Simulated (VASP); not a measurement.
An input for Quantum ESPRESSO's pw.x (written as the equivalent of a VASP run, and not itself run):

```
&CONTROL
  calculation = 'scf'
  pseudo_dir = './pseudo'
  outdir = './out'
  tprnfor = .true.
  tstress = .true.
/
&SYSTEM
  ibrav = 0
  nat = 4
  ntyp = 2
  ecutwfc = 82
  occupations = 'tetrahedra'
  input_dft = 'pbe'
  vdw_corr = 'grimme-d3'
  dftd3_version = 3
  dftd3_threebody = .false.
/
&ELECTRONS
  conv_thr = 7.3e-09
  electron_maxstep = 100
/
ATOMIC_SPECIES
  Ag 107.868 Ag.upf
  I 126.904 I.upf
CELL_PARAMETERS angstrom
     2.2978295   -3.9799579    0.0000000
     2.2978295    3.9799579    0.0000000
     0.0000000    0.0000000    7.5155517
ATOMIC_POSITIONS crystal
  Ag   0.6666670  0.3333330  0.5000796
  Ag   0.3333330  0.6666670  0.0000796
  I    0.6666670  0.3333330  0.8749204
  I    0.3333330  0.6666670  0.3749204
K_POINTS automatic
  6 6 4 0 0 0
```

### Question
Write the VASP files for the same calculation (PBE-D3 (zero damping)).

### Answer
This is not unique; one that fits is 
File POSCAR:
```
AgI
1.0
  2.2978295277  -3.9799578872   0.0000000000
  2.2978295277   3.9799578872   0.0000000000
  0.0000000000   0.0000000000   7.5155516941
Ag I
2 2
direct
  0.6666670000   0.3333330000   0.5000795683
  0.3333330000   0.6666670000   0.0000795683
  0.6666670000   0.3333330000   0.8749204317
  0.3333330000   0.6666670000   0.3749204317
```

KPOINTS:
```
Regular mesh
0
Gamma
  6 6 4
```

**INCAR**
```
# general
SYSTEM  = AgI
PREC    = Accurate
ENCUT   = 520
LREAL   = .FALSE.   # projection in real space or not
LASPH   = .TRUE.

# electronic loop
EDIFF   = 1E-7   # SCF stop (eV)
NELM    = 100   # most electronic steps
ALGO    = Normal   # blocked Davidson
LMAXMIX = 4

# smearing
ISMEAR  = -5   # tetrahedra, Bloechl

# functional
GGA     = PE   # PBE
IVDW    = 11   # D3, zero damping

# ions
ISIF    = 2   # forces and stress, cell fixed

# output
LWAVE   = .FALSE.
LCHARG  = .TRUE.
LORBIT  = 11
NEDOS   = 601

# other
LEFG    = .TRUE.
```

POTCAR, in this order: Ag I (PBE.64 set). Program: vasp_std.

Limits of the translation: the potentials are each code's own (VASP's PAW set, PseudoDojo norm-conserving files in pw.x), so ENCUT and ecutwfc are chosen apart and not converted; conv_thr bounds pw.x's estimated SCF error, while EDIFF bounds the energy change between steps; the field gradients of LEFG aren't asked of the other code.

The compound is AgI in the wurtzite structure. It was relaxed first.
